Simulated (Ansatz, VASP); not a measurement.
## Ti (Ti strained to the junction's net): VASP beside Ansatz

Wanted: the spread between two codes on one cell, functional and k mesh. The structure shown is the end of the Ansatz relaxation below.

Calculated with Ansatz 0.2.0; plane waves, with VASP 6.6.1 beside it; single point at PBE.

**1. Set-up**

Symmetry: P6_3/mmc, No. 194, hexagonal system. Conventional cell: a = 2.883 Å, b = 2.883 Å, c = 4.730 Å, α = 90.00°, β = 90.00°, γ = 120.00°. Nearest to Ti lie 12 Ti at 2.88 to 2.89 Å.

Coordinates:

```cif
data_structure
_symmetry_space_group_name_H-M 'P6_3/mmc'
_symmetry_Int_Tables_number 194
_cell_length_a 2.8830
_cell_length_b 2.8830
_cell_length_c 4.7299
_cell_angle_alpha 90.000
_cell_angle_beta 90.000
_cell_angle_gamma 120.000
_cell_volume 34.05
loop_
_atom_site_label
_atom_site_type_symbol
_atom_site_symmetry_multiplicity
_atom_site_Wyckoff_symbol
_atom_site_fract_x
_atom_site_fract_y
_atom_site_fract_z
_atom_site_occupancy
Ti1 Ti 2 d 0.33333 0.66667 0.75000 1
```

**2. Ansatz: relaxation, PBE**

Ansatz runs on its default PAW (the set named soft_2) files.

This run makes the geometry at which the two programs are then compared.

input.yaml

```yaml
crystal:
  lattice:
    - [2.883, 0.0, 0.0]
    - [-1.4415, 2.4967512391, 0.0]
    - [0.0, 0.0, 4.7022133106]
  atoms:
    - { symbol: Ti, position: [0.0, 0.0, 0.0] }
    - { symbol: Ti, position: [0.3333333333, 0.6666666667, 0.5] }
kpoints:
  mp_grid: { grid: [18, 18, 7] }
scf:
  occupations: { method: fermi_dirac, width: 0.1 }
  max_iter: 150
hamiltonian:
  xc: pbe
relax:
  f_tol: 0.01
  max_steps: 40
  cell: { fix: [a, b, angles] }
```

Started as:

```console
$ ansatz run input.yaml --threads 4 --pin off --max-ram 10240MiB --backend cpu --events-out ev --progress --plain --runs-dir out
```

Numbers of over 12 decimals in the logs are rounded to 6 here.

The log of the run:

```text
Engine: ansatz 0.2.0, aarch64-unknown-linux-gnu
Pseudopotentials: kind: paw
Pseudopotential: Ti, paw, valence charge 12, recommended cutoff 420 eV (normal), Ti.paw.azcp
Functional definition: PBE
  parameter kappa = 0.804
  parameter beta = 0.066725
  exchange = pbe_x(kappa = kappa, mu = beta*pi^2/3)
  correlation = pbe_c(beta = beta)
Crystal: 2 atoms, lattice volume = 33.847 Å³
Basis set: ecut = 420 eV, 663 PW (Γ), exchange–correlation on 40×40×64 points (8 copies of the dense FFT grid, shifted against one another)
Bands: 16, of which v1, the nominal top of the filled ones, is band 12 counted from 1 (11 counted from 0)
Symmetry: 24 space group operations
Space group: P63/mmc (ITA 194), of the structure as read, at distance tolerance 3.2e-5 Å
k-points: 148 of 2268
Non-local potential: Ti, projectors of the file, l = 0: 3, l = 1: 2, l = 2: 3, l = 3: 1
PAW form: soft (Blöchl's): semilocal exchange-correlation on the pseudo side does not see the compensation charge
PAW one-centre angular grid: Ti, 590 points (default); XC on 64 Gauss nodes
Initial density: superposition of atomic densities (neutral atoms: chi_scale 0, normalization atom), corrected by the library's trained network
Initial wavefunctions: pseudopotential atomic-orbital guess
Functional: x = pbe(κ = 0.804, μ = 0.219515), c = pbe(β = 0.066725)
SCF iter   1: F=—  HF=-4999.352680 eV  |F-HF|=—  |Δ(HF+E_count)|=         —  Δρ=3.82e-3  dr2=1.81e-3  ethr=1.77e-3  ⟨swp⟩=3.6  Hψ=9501  notcnv=0
preconditioner: auto → none  [metal: Δε(μ)=0.016 eV  Ē_g=2.897 eV  σ=0.100 eV  W_gap=0.04  n_scr=8 (ndim 8)  ℏωp=18.1 eV  f_vac=0.000  D(μ)=2.18/eV (n_scr^D=22)  sad-step TF]
SCF iter   2: F=—  HF=-4999.352448 eV  |F-HF|=—  |Δ(HF+E_count)|=   2.33e-4  Δρ=2.05e-3  dr2=5.55e-4  ethr=7.53e-6  ⟨swp⟩=1.0  Hψ=3573  notcnv=0
SCF iter   3: F=—  HF=-4999.352737 eV  |F-HF|=—  |Δ(HF+E_count)|=   2.90e-4  Δρ=2.39e-4  dr2=8.33e-6  ethr=2.31e-6  ⟨swp⟩=2.2  Hψ=3129  notcnv=0
SCF iter   4: F=—  HF=-4999.352785 eV  |F-HF|=—  |Δ(HF+E_count)|=   4.81e-5  Δρ=6.00e-5  dr2=1.07e-6  ethr=3.47e-8  ⟨swp⟩=2.5  Hψ=4314  notcnv=0
iter 5 did not close the SCF: its close was put off for the readings that it lacked (scf_convergence_deferred on its scf_iter line)
SCF iter   5: F=-4999.352785 eV  HF=-4999.352785 eV  |F-HF|=5.92e-10  |Δ(HF+E_count)|=   3.42e-7  Δρ=8.56e-6  dr2=1.43e-8  ethr=4.44e-9  ⟨swp⟩=2.1  Hψ=3845  notcnv=0
SCF iter   6: F=-4999.352785 eV  HF=-4999.352785 eV  |F-HF|=7.91e-11  |Δ(HF+E_count)|=   3.99e-9  Δρ=7.05e-7  dr2=4.78e-11  ethr=5.97e-11  ⟨swp⟩=1.3  Hψ=7722  notcnv=0
SCF 1 converged in 6 iterations: F = -4999.352785 eV  dr2 = 4.78e-11
  greatest PAW one-centre occupation: 0.999 electrons in one spin orbital (limit 2), on the Ti atom at site 1 (counted from 0), in its partial waves of l = 0
relax step   1: F+E_penalty+E_count = -4999.35278507 eV  Δ(F+E_penalty+E_count) = +0.000e0 eV  max|allowed force component| = 2.220e-16 eV/Å  Δτ_max = 0.0000 Å  P = +3.324 GPa  Ω = 33.847 Å³  fix = [a, b, alpha, beta, gamma]  reactions: a +4.425, b +4.425 GPa  (6 SCF iters, dr2 threshold 1.00e-7 eV, accepted)
[...]
relax step   2: F+E_penalty+E_count = -4999.35334080 eV  Δ(F+E_penalty+E_count) = -5.557e-4 eV  max|allowed force component| = 2.220e-16 eV/Å  Δτ_max = 0.0000 Å  P = +2.342 GPa  Ω = 34.124 Å³  energy of the carried Pulay correction = -2.736e-5 eV  fix = [a, b, alpha, beta, gamma]  reactions: a +3.732, b +3.732 GPa  (6 SCF iters, dr2 threshold 2.00e-7 eV, accepted)
[...]
relax step   3: F+E_penalty+E_count = -4999.35345608 eV  Δ(F+E_penalty+E_count) = -1.153e-4 eV  max|allowed force component| = 1.480e-16 eV/Å  Δτ_max = 0.0000 Å  P = +2.613 GPa  Ω = 34.047 Å³  energy of the carried Pulay correction = -1.972e-5 eV  fix = [a, b, alpha, beta, gamma]  reactions: a +3.923, b +3.923 GPa  (6 SCF iters, dr2 threshold 2.00e-7 eV, accepted)
[...]
relax step   4: F+E_penalty+E_count = -4999.35347370 eV  Δ(F+E_penalty+E_count) = -1.761e-5 eV  max|allowed force component| = 1.388e-16 eV/Å  Δτ_max = 0.0000 Å  P = +2.612 GPa  Ω = 34.047 Å³  fix = [a, b, alpha, beta, gamma]  reactions: a +3.923, b +3.923 GPa  stress off target by 8.58e-3 GPa on what of the cell is left free  SCF on the basis re-selected at this cell (its energy is not comparable with the rows above)  (8 SCF iters)
basis re-selected at this cell: Δ(F+E_penalty+E_count) = -1.761e-5 eV, ΔP = -0.001 GPa vs the last step (what re-selecting the basis moved, of the pressure what is left beyond the Pulay correction that the steps carried, after the strain that the cell walked since its last selection, with what the two solves' SCF thresholds leave and, on support functions, any second-order correction that the steps lacked; it is no m [...]
SCF converged after 8 iterations
Free energy (F): -4999.353474 eV
Harris-Foulkes:  -4999.353474 eV  (|F-HF|=0.00e0)
Internal energy: -4999.276844 eV  (E = F + TS)
E sigma→0 (E₀):  -4999.315159 eV
Entropy (-TS):   -0.076629 eV (-38.315 meV/atom)
Fermi energy:    13.667666 eV
--- Per-component energies (eV) ---
  E_band       = -306.417847
  E_kinetic    = 545.923327
  E_local      = -1603.390989  (includes V_loc(G=0)·N_el)
  E_nonlocal   = 16.233768
  E_hartree    = 660.599749
  E_xc         = -195.287997
  E_vxc        = -244.353777  (∫ρ·V_xc dr)
  E_paw        = -2095.329475  (= ΣΔE_a)
  E_vpaw       = -342.029896  (= ΣTr[D̂ρ^β])
  E_aug_tail   = 0.000222  (compensation charges beyond the density's cutoff)
  E_ewald      = -2328.025449
  E_smearing   = -0.076629  (= −TS)
  E_closure    = 0.000000  (closes the sum)
  Σ components = -4999.353474   (vs F -4999.353474, Δ=0.00e0)
--- Forces (eV/Å), atoms counted from 1 ---
  atom   1  Ti    -0.00000000    -0.00000000     0.00000000
  atom   2  Ti     0.00000000     0.00000000     0.00000000
  max |Σ_I F_I| component: 1.85e-17 eV/Å
--- Stress (GPa, compression-positive) ---
        3.922605       0.000000       0.000000
        0.000000       3.922605       0.000000
        0.000000       0.000000      -0.008575
  P = ⅓ Tr σ = 2.6122 GPa (26.122 kbar)
--- Band table (eV; the first three rows and the last of 148) ---
  k-point 0: bands = [... 8 lower, 7.4708, 10.9466, 14.1966, 14.3903, 14.5323, 14.5323, 14.9871, 14.9871]
  k-point 1: bands = [... 8 lower, 7.6374, 10.8415, 13.9606, 14.3023, 14.4816, 14.4816, 14.9123, 14.9123]
  k-point 2: bands = [... 8 lower, 8.1175, 10.4369, 13.6103, 14.0681, 14.4198, 14.4198, 14.7374, 14.7374]
  k-point 147: bands = [... 8 lower, 12.4071, 12.5003, 12.6080, 12.6080, 13.5164, 13.5164, 15.2312, 15.5638]
--- Relaxed structure (3 steps of the walk, 3 accepted, 1 SCFs on fresh bases) ---
  F+E_penalty+E_count = -4999.35347370 eV   max|allowed force component| = 1.388e-16 eV/Å   (the final SCF, on the basis selected at the relaxed cell)
  cell:  # Å, volume = 34.0468 Å³
    - [2.883000, 0, 0.0]
    - [-1.441500, 2.496751, 0.0]
    - [0.0, 0.0, 4.729941]
  atoms:
    - { symbol: Ti, position: [9.251858539620039e-18, -5.0885221963063393e-17, 0.0] }
    - { symbol: Ti, position: [0.333333, 0.666667, 0.500000] }
```

**3. VASP: single point, PBE**

The same cell, functional, mesh and smearing now go to VASP, with its own data sets.

Lines of VASP's logs that name or quote its potential files are left out, and so is its time.

INCAR

```
SYSTEM = Ti
PREC = Accurate
ENCUT = 500
EDIFF = 1E-06
NELM = 120
ISMEAR = -1
SIGMA = 0.1
LREAL = .FALSE.
ALGO = Normal
GGA = PE
NBANDS = 18
LASPH = .TRUE.
LORBIT = 11
LWAVE = .FALSE.
LCHARG = .FALSE.
ISIF = 2
GGA_COMPAT = .FALSE.
```

POSCAR

```
Ti
1.0
    2.8830000000      0.0000000000      0.0000000000
   -1.4415000000      2.4967512391      0.0000000000
    0.0000000000      0.0000000000      4.7299414522
Ti
2
Direct
    0.0000000000      1.0000000000      0.0000000000
    0.3333333334      0.6666666666      0.5000000000
```

KPOINTS

```
Automatic mesh
0
Gamma
18 18 7
0 0 0
```

Potentials, in the order of the species: Ti_sv (PBE family, release 64).

Started as:

```console
$ mpirun -np 1 vasp_std
```

The log of the run:

```text
[banner, memory and clock lines left out]
running    1 mpi-ranks, on    1 nodes
 distrk:  each k-point on    1 cores,    1 groups
 distr:  one band on    1 cores,    1 groups

 POSCAR found type information on POSCAR Ti
 POSCAR found :  1 types and       2 ions
 LDA part: xc-table for (Slater+PW92), standard interpolation
 POSCAR, INCAR and KPOINTS ok, starting setup
 FFT: planning ... GRIDC
 FFT: planning ... GRID_SOFT
 FFT: planning ... GRID
 WAVECAR not read
 entering main loop
       N       E                     dE             d eps       ncg     rms          rms(c)
DAV:   1     0.249388176114E+03    0.24939E+03   -0.12582E+04  5328   0.161E+03
DAV:   2     0.709593958585E+01   -0.24229E+03   -0.23933E+03  5404   0.447E+02
DAV:   3    -0.168982795531E+02   -0.23994E+02   -0.23688E+02  9982   0.122E+02
DAV:   4    -0.176438972732E+02   -0.74562E+00   -0.74487E+00  6216   0.213E+01
DAV:   5    -0.176794512830E+02   -0.35554E-01   -0.35547E-01  8504   0.346E+00    0.120E+01
DAV:   6    -0.156857253198E+02    0.19937E+01   -0.73306E+00  6324   0.285E+01    0.310E+00
DAV:   7    -0.156717993942E+02    0.13926E-01   -0.77102E-01  8126   0.682E+00    0.206E+00
DAV:   8    -0.157014229801E+02   -0.29624E-01   -0.21892E-01  6224   0.557E+00    0.718E-01
DAV:   9    -0.156923757532E+02    0.90472E-02   -0.51963E-02  6336   0.238E+00    0.662E-02
DAV:  10    -0.156926629299E+02   -0.28718E-03   -0.27742E-03  7916   0.367E-01    0.902E-02
DAV:  11    -0.156927075093E+02   -0.44579E-04   -0.19119E-04  6262   0.107E-01    0.331E-02
DAV:  12    -0.156926955098E+02    0.12000E-04   -0.36699E-05  6722   0.504E-02    0.612E-03
DAV:  13    -0.156926971721E+02   -0.16623E-05   -0.87723E-07  3830   0.944E-03    0.861E-04
DAV:  14    -0.156926978079E+02   -0.63579E-06   -0.24603E-07  3036   0.459E-03
   1 F= -.15692698E+02 E0= -.15654199E+02  d E =-.769978E-01
```

From OUTCAR (step 3):

```text
ion  position               nearest neighbor table
   1  0.000  0.000  0.000-   2 2.89   2 2.89   2 2.89   2 2.89   2 2.89   2 2.89
   2  0.333  0.667  0.500-   1 2.89   1 2.89   1 2.89   1 2.89   1 2.89   1 2.89

  LATTYP: Found a hexagonal cell.
 ALAT       =     2.8830000000
 C/A-ratio  =     1.6406317906

 Subroutine GETGRP returns: Found 24 space group operations
 (whereof 12 operations were pure point group operations)

The static configuration has the point symmetry D_3h.
 The point group associated with its full space group is D_6h.

 Found    148 irreducible k-points:

   k-points           NKPTS =    148   k-points in BZ     NKDIM =    148   number of bands    NBANDS=     18

   dimension x,y,z NGX =    24 NGY =   24 NGZ =   36
   dimension x,y,z NGXF=    48 NGYF=   48 NGZF=   72

   ENCUT  =  500.0 eV  36.75 Ry    6.06 a.u.   5.26  5.26  8.62*2*pi/ulx,y,z

   NELECT =      24.0000    total number of electrons

 k-points in reciprocal lattice and weights: Automatic mesh
   0.00000000  0.00000000  0.00000000       0.000
   0.05555556  0.00000000  0.00000000       0.003
   0.11111111  0.00000000  0.00000000       0.003
   0.16666667  0.00000000  0.00000000       0.003
   0.22222222  0.00000000  0.00000000       0.003
   0.27777778  0.00000000  0.00000000       0.003
   0.33333333  0.00000000  0.00000000       0.003
   0.38888889 -0.00000000  0.00000000       0.003
   0.44444444  0.00000000  0.00000000       0.003
[...]
0.33333333  0.27777778  0.42857143       0.011
   0.33333333  0.33333333  0.42857143       0.002

 average (electrostatic) potential at core
       1 -72.1802       2 -72.1802

 E-fermi :   8.5173

 k-point     1 :       0.0000    0.0000    0.0000
  band No.  band energies     occupation
    ...
      6     -24.1323      2.00000
      7     -24.0725      2.00000
      8     -24.0725      2.00000
      9       2.2910      2.00000
     10       5.7885      2.00000
     11       9.0551      0.00920
     12       9.2357      0.00152
     13       9.3789      0.00036
     14       9.3789      0.00036
     15       9.8318      0.00000
    ...

 k-point     2 :       0.0556    0.0000    0.0000
  band No.  band energies     occupation
    ...
      6     -24.1347      2.00000
      7     -24.0898      2.00000
      8     -24.0750      2.00000
      9       2.3821      2.00000
     10       5.8645      2.00000
     11       8.9036      0.04117
     12       9.1037      0.00566
     13       9.4438      0.00019
     14       9.4749      0.00014
     15       9.7811      0.00001
    ...

 k-point     3 :       0.1111    0.0000    0.0000
  band No.  band energies     occupation
    ...
      7     -24.1393      2.00000
      8     -24.0823      2.00000
      9       2.6500      2.00000
     10       6.0799      2.00000
     11       8.5415      0.87967
     12       8.8559      0.06547
     13       9.5682      0.00005
     14       9.6351      0.00003
     15       9.7118      0.00001
     16      10.0638      0.00000
    ...

  Total        0.7582145      0.7582145     -0.0734447     -0.0000000      0.0000000      0.0000000
  in kB       35.6801765     35.6801765     -3.4561700     -0.0000000      0.0000000      0.0000000
  external PRESSURE =      22.6347277 kB  Pullay stress =       0.0000000 kB

  energy-cutoff  :      500.00
  volume of cell :       34.05
      direct lattice vectors                 reciprocal lattice vectors
     2.883000000  0.000000000  0.000000000     0.346860909  0.200260239  0.000000000
    -1.441500000  2.496751239  0.000000000     0.000000000  0.400520478  0.000000000
     0.000000000  0.000000000  4.729941452     0.000000000  0.000000000  0.211419107

 POSITION                                       TOTAL-FORCE (eV/Angst)
 -----------------------------------------------------------------------------------
      0.00000      0.00000      0.00000        -0.000000      0.000000      0.000000
      0.00000      1.66450      2.36497         0.000000     -0.000000      0.000000
 -----------------------------------------------------------------------------------
    total drift:                               -0.000001      0.000000      0.000000

  FREE ENERGIE OF THE ION-ELECTRON SYSTEM (eV)
  ---------------------------------------------------
  free  energy   TOTEN  =       -15.6926978079 eV

  energy  without entropy=      -15.6157000576  energy(sigma->0) =      -15.65419893

 total charge
# of ion       s       p       d       tot
------------------------------------------
    1        2.253   6.124   1.898  10.276
    2        2.253   6.124   1.898  10.276
--------------------------------------------------
tot          4.507  12.248   3.796  20.551

[... 3 further parts left out ...]
```

The run ends at a pressure of 2.26 GPa.

**4. Comparison**

Known differences besides the potentials themselves: the cutoff is 420 eV in Ansatz and 500 eV in VASP; Ansatz's pressure holds a Pulay correction, VASP's none. Total energies have different zeros and are not compared.

Both answers:

```csv
quantity,Ansatz,VASP,difference
pressure (GPa),2.61,2.26,+0.35
```

**5. Summary of results**

```json
{
  "difference in pressure (single point, PBE)": "0.35 GPa"
}
```

**Reading.** The difference in pressure is 0.35 GPa (single point, PBE), within the 1 GPa picked in this series as the mark of a large difference. Such differences can come from data sets, numerical settings and the points named under the comparisons, not from the functional's error against experiment.

[Lines on the potential files, build, host, timing and source positions are cut from VASP's logs without a mark.]

[Logs are printed without paths, hosts, clocks, repeated set-up lines and the standing remarks that a program may print on its own settings, such as how far it seeks lower states.]

[Hosts, paths, dates, database ids (printed as entryN), source tags and the programs' standing remarks are cut or masked in the printed files.]
